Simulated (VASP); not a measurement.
All values below come from PBE GGA, VASP's PBE PAW potentials (set 64) (plane waves; VASP).

VASP input:

KPOINTS:
```
Automatic
0
Gamma
 8 8 8
```

### INCAR
```
! general
SYSTEM  =  KF
PREC    =  Accurate
ENCUT   =  600
LREAL   =  F
LASPH   =  T

! electronic loop
EDIFF   =  1E-7
NELM    =  100
ALGO    =  Normal

! smearing
ISMEAR  =  0
SIGMA   =  0.05

! functional
GGA     =  PE

! ions
ISIF    =  2

! output
LWAVE   =  F
LCHARG  =  F
```

### POSCAR
```
KF
3.8329520
  0.0000000000   0.7071068697   0.7071068697
  0.7071068697   0.0000000000   0.7071068697
  0.7071068697   0.7071068697   0.0000000000
K F
1 1
Cart
  0.0000000000   0.0000000000   0.0000000000
  0.7071068697   0.7071068697   0.7071068697
```

POTCAR, in this order: K_sv F (PBE.64 set). Program: vasp_std.

The resulting files:

OSZICAR:
```
       N       E                     dE             d eps       ncg     rms          rms(c)
DAV:   1     0.129129658836E+03    0.12913E+03   -0.90356E+03   696   0.143E+03
DAV:   2    -0.388389694675E+01   -0.13301E+03   -0.11963E+03   872   0.345E+02
DAV:   3    -0.942524081204E+01   -0.55413E+01   -0.55053E+01   876   0.686E+01
DAV:   4    -0.957605308762E+01   -0.15081E+00   -0.15069E+00  1120   0.922E+00
DAV:   5    -0.957688367668E+01   -0.83059E-03   -0.83058E-03   876   0.810E-01    0.627E+00
DAV:   6    -0.833151384429E+01    0.12454E+01   -0.44010E+00   764   0.180E+01    0.363E+00
DAV:   7    -0.830291239881E+01    0.28601E-01   -0.12294E-01   932   0.315E+00    0.217E+00
DAV:   8    -0.829862621937E+01    0.42862E-02   -0.57505E-02   752   0.282E+00    0.206E-01
DAV:   9    -0.830042394455E+01   -0.17977E-02   -0.62814E-03   952   0.659E-01    0.122E-01
DAV:  10    -0.830098604204E+01   -0.56210E-03   -0.86722E-04   764   0.293E-01    0.609E-02
DAV:  11    -0.830112958135E+01   -0.14354E-03   -0.34806E-04   744   0.153E-01    0.199E-02
DAV:  12    -0.830112191717E+01    0.76642E-05   -0.61210E-05   888   0.660E-02    0.723E-03
DAV:  13    -0.830112146034E+01    0.45683E-06   -0.52721E-06   764   0.231E-02    0.279E-03
DAV:  14    -0.830112150446E+01   -0.44118E-07   -0.46677E-07   876   0.632E-03
   1 F= -.83011215E+01 E0= -.83011215E+01  d E =-.600566E-16
```

**OUTCAR**
```
------------------------ aborting loop because EDIFF is reached ----------------------------------------
  FORCE on cell =-STRESS in cart. coord.  units (eV):
  Direction    XX          YY          ZZ          XY          YZ          ZX
  --------------------------------------------------------------------------------------
  Total       -0.0058477     -0.0058477     -0.0058477      0.0000000      0.0000000      0.0000000
  in kB       -0.2352949     -0.2352949     -0.2352949      0.0000000      0.0000000      0.0000000
  external PRESSURE =      -0.2352949 kB  Pullay stress =       0.0000000 kB
  volume of cell :       39.82
      direct lattice vectors                 reciprocal lattice vectors
     0.000000000  2.710306690  2.710306690    -0.184480967  0.184480967  0.184480967
     2.710306690  0.000000000  2.710306690     0.184480967 -0.184480967  0.184480967
     2.710306690  2.710306690  0.000000000     0.184480967  0.184480967 -0.184480967
  FREE ENERGIE OF THE ION-ELECTRON SYSTEM (eV)
  ---------------------------------------------------
  free  energy   TOTEN  =        -8.3011215045 eV

  energy  without entropy=       -8.3011215045  energy(sigma->0) =       -8.30112150
```
(Selected blocks of OUTCAR.)

The compound is KF in the rock salt structure. It was relaxed first.
